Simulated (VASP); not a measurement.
Computed with AM05 GGA, VASP's PBE PAW potentials (set 64) (plane waves; VASP).

A VASP calculation is set up with these files.

### KPOINTS
```
kpoints
0
G
6 6 6
```

### INCAR
```
# general
SYSTEM =KZnF3
PREC   =Accurate
ENCUT  =520
LREAL  =F
LASPH  =T

# electronic loop
EDIFF  =1E-7
NELM   =100
ALGO   =Normal
LMAXMIX=4

# smearing
ISMEAR =-5

# functional
GGA    =AM

# ions
ISIF   =2

# output
LWAVE  =F
LCHARG =T
LORBIT =11
NEDOS  =601

# other
LEFG   =T
```

POSCAR:
```
KZnF3
1
    4.0803121966     0.0000000000     0.0000000000
    0.0000000000     4.0803121966     0.0000000000
    0.0000000000     0.0000000000     4.0803121966
K Zn F
1 1 3
Direct
  0.0000000000   0.0000000000   0.0000000000
  0.5000000000   0.5000000000   0.5000000000
  0.5000000000   0.0000000000   0.5000000000
  0.0000000000   0.5000000000   0.5000000000
  0.5000000000   0.5000000000   0.0000000000
```

POTCAR, in this order: K_sv Zn F (PBE.64 set). Program: vasp_std.

Output of the run:

File OSZICAR:
```
       N       E                     dE             d eps       ncg     rms          rms(c)
DAV:   1     0.455497972099E+03    0.45550E+03   -0.22744E+04  1000   0.201E+03
DAV:   2     0.136390721214E+02   -0.44186E+03   -0.43345E+03  1200   0.496E+02
DAV:   3    -0.216640363398E+02   -0.35303E+02   -0.35152E+02  1204   0.154E+02
DAV:   4    -0.223778536593E+02   -0.71382E+00   -0.71293E+00  1568   0.206E+01
DAV:   5    -0.223888225983E+02   -0.10969E-01   -0.10966E-01  1296   0.206E+00    0.109E+01
DAV:   6    -0.204803983213E+02    0.19084E+01   -0.68566E+00  1472   0.396E+01    0.707E+00
DAV:   7    -0.205288374244E+02   -0.48439E-01   -0.13664E+00  1035   0.816E+00    0.452E+00
DAV:   8    -0.205463437405E+02   -0.17506E-01   -0.58408E-01  1291   0.157E+01    0.161E+00
DAV:   9    -0.205118626310E+02    0.34481E-01   -0.88746E-02  1535   0.890E+00    0.690E-01
DAV:  10    -0.205080227252E+02    0.38399E-02   -0.10646E-01  1473   0.822E+00    0.367E-01
DAV:  11    -0.205070973018E+02    0.92542E-03   -0.16931E-02  1446   0.190E+00    0.124E-01
DAV:  12    -0.205071690326E+02   -0.71731E-04   -0.85779E-04  1093   0.206E-01    0.117E-01
DAV:  13    -0.205072232864E+02   -0.54254E-04   -0.12090E-03  1214   0.248E-01    0.114E-01
DAV:  14    -0.205073087570E+02   -0.85471E-04   -0.28937E-04  1426   0.341E-01    0.128E-01
DAV:  15    -0.205073590054E+02   -0.50248E-04   -0.87225E-05  1406   0.233E-01    0.135E-01
DAV:  16    -0.205072116195E+02    0.14739E-03   -0.14458E-04  1298   0.122E-01    0.929E-02
DAV:  17    -0.205071521470E+02    0.59473E-04   -0.55368E-05  1315   0.742E-02    0.663E-02
DAV:  18    -0.205071144847E+02    0.37662E-04   -0.46740E-05  1337   0.945E-02    0.416E-02
DAV:  19    -0.205070929718E+02    0.21513E-04   -0.61699E-05  1322   0.859E-02    0.135E-02
DAV:  20    -0.205070919727E+02    0.99906E-06   -0.50497E-06  1505   0.198E-02    0.873E-03
DAV:  21    -0.205070916143E+02    0.35845E-06   -0.26049E-07   901   0.418E-03    0.732E-03
DAV:  22    -0.205070912717E+02    0.34254E-06   -0.43079E-07  1105   0.767E-03    0.487E-03
DAV:  23    -0.205070911194E+02    0.15232E-06   -0.32223E-07   969   0.469E-03    0.260E-03
DAV:  24    -0.205070910982E+02    0.21246E-07   -0.26508E-08   530   0.132E-03
   1 F= -.20507091E+02 E0= -.20507091E+02  d E =0.000000E+00
```

**OUTCAR**
```
------------------------ aborting loop because EDIFF is reached ----------------------------------------
  FORCE on cell =-STRESS in cart. coord.  units (eV):
  Direction    XX          YY          ZZ          XY          YZ          ZX
  --------------------------------------------------------------------------------------
  Total        0.0485504      0.0485504      0.0485504     -0.0000000     -0.0000000      0.0000000
  in kB        1.1450459      1.1450459      1.1450459     -0.0000000     -0.0000000      0.0000000
  external PRESSURE =       1.1450459 kB  Pullay stress =       0.0000000 kB
  volume of cell :       67.93
      direct lattice vectors                 reciprocal lattice vectors
     4.080312197  0.000000000  0.000000000     0.245079286  0.000000000  0.000000000
     0.000000000  4.080312197  0.000000000     0.000000000  0.245079286  0.000000000
     0.000000000  0.000000000  4.080312197     0.000000000  0.000000000  0.245079286
 POSITION                                       TOTAL-FORCE (eV/Angst)
 -----------------------------------------------------------------------------------
      0.00000      0.00000      0.00000         0.000000      0.000000      0.000000
      2.04016      2.04016      2.04016         0.000000      0.000000      0.000000
      2.04016      0.00000      2.04016         0.000000      0.000000      0.000000
      0.00000      2.04016      2.04016         0.000000      0.000000      0.000000
      2.04016      2.04016      0.00000         0.000000      0.000000      0.000000
 -----------------------------------------------------------------------------------
    total drift:                                0.000000      0.000000     -0.000000
  FREE ENERGIE OF THE ION-ELECTRON SYSTEM (eV)
  ---------------------------------------------------
  free  energy   TOTEN  =       -20.5070910982 eV

  energy  without entropy=      -20.5070910982  energy(sigma->0) =      -20.50709110

 total charge

# of ion       s       p       d       tot
------------------------------------------
    1        1.953   5.580   0.022   7.555
    2        0.342   0.364   9.946  10.651
    3        1.732   4.353   0.000   6.085
    4        1.732   4.353   0.000   6.085
    5        1.732   4.353   0.000   6.085
--------------------------------------------------
tot          7.492  19.002   9.968  36.461

 Electric field gradients after diagonalization (V/A^2)
 (convention: |V_zz| > |V_xx| > |V_yy|)
----------------------------------------------------------------------
 ion       V_xx      V_yy      V_zz     asymmetry (V_yy - V_xx)/ V_zz
----------------------------------------------------------------------
   1      -0.000    -0.000    -0.000      -0.302
   2       0.000     0.000    -0.000       0.144
   3     -51.917   -51.917   103.835       0.000
   4     -51.917   -51.917   103.835       0.000
   5     -51.917   -51.917   103.835       0.000
```
(Selected blocks of OUTCAR.)

The compound is KZnF3 in the cubic perovskite structure. It was relaxed first.
